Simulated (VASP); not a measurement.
Input for VASP

**KPOINTS**
```
Automatic mesh
0
Gamma
9 9 5
0 0 0
```

File POSCAR:
```
Ho
1
    1.8258000000     3.1623780000     0.0000000000
    1.8258000000    -3.1623780000     0.0000000000
    0.0000000000     0.0000000000     5.7324000000
Ho
2
Direct
  0.6666670000   0.3333330000   0.2500000000
  0.3333330000   0.6666670000   0.7500000000
```

**INCAR**
```
SYSTEM = Ho
PREC = Accurate
ENCUT = 400
EDIFF = 1E-6
NELM = 100
ALGO = Normal
LREAL = .FALSE.
LASPH = .TRUE.
ISMEAR = 1
SIGMA = 0.1
GGA = PE
LMAXMIX = 6
LWAVE = .FALSE.
LCHARG = .FALSE.
ISIF = 2
```

POTCAR, in this order: Ho_3 (PBE.64 set). Program: vasp_std.

Output

**standard output**
```
 -----------------------------------------------------------------------------
|                                                                             |
|     EEEEEEE  RRRRRR   RRRRRR   OOOOOOO  RRRRRR      ###     ###     ###     |
|     E        R     R  R     R  O     O  R     R     ###     ###     ###     |
|     E        R     R  R     R  O     O  R     R     ###     ###     ###     |
|     EEEEE    RRRRRR   RRRRRR   O     O  RRRRRR       #       #       #      |
|     E        R   R    R   R    O     O  R   R                               |
|     E        R    R   R    R   O     O  R    R      ###     ###     ###     |
|     EEEEEEE  R     R  R     R  OOOOOOO  R     R     ###     ###     ###     |
|                                                                             |
|     ERROR: the triple product of the basis vectors is negative exchange     |
|     two basis vectors                                                       |
|                                                                             |
|       ---->  I REFUSE TO CONTINUE WITH THIS SICK JOB ... BYE!!! <----       |
|                                                                             |
 -----------------------------------------------------------------------------
```

**Question.** Read the log: what went wrong, and how is it fixed?

**Answer.** The cause: the lattice vectors form a left-handed set. VASP stops with an error: ERROR: the triple product of the basis vectors is negative exchange two basis vectors ----> I REFUSE TO CONTINUE WITH THIS SICK JOB ... BYE!!! <---- To mend it, correct POSCAR.
### POSCAR
```
Ho
1
    1.8258000000    -3.1623780000     0.0000000000
    1.8258000000     3.1623780000     0.0000000000
    0.0000000000     0.0000000000     5.7324000000
Ho
2
Direct
  0.3333330000   0.6666670000   0.2500000000
  0.6666670000   0.3333330000   0.7500000000
```
The mended run (PBE GGA, plane waves, VASP's PBE PAW potentials (set 64)) converges, and its OSZICAR ends with
```
   1 F= -.90011441E+01 E0= -.90012981E+01  d E =0.462131E-03
```

The compound is Ho in the hcp structure. The cell was not relaxed at this level. The 4f electrons are frozen in the core of the lanthanide potential, so 4f levels, which can set the real gap, and their magnetism are missing.
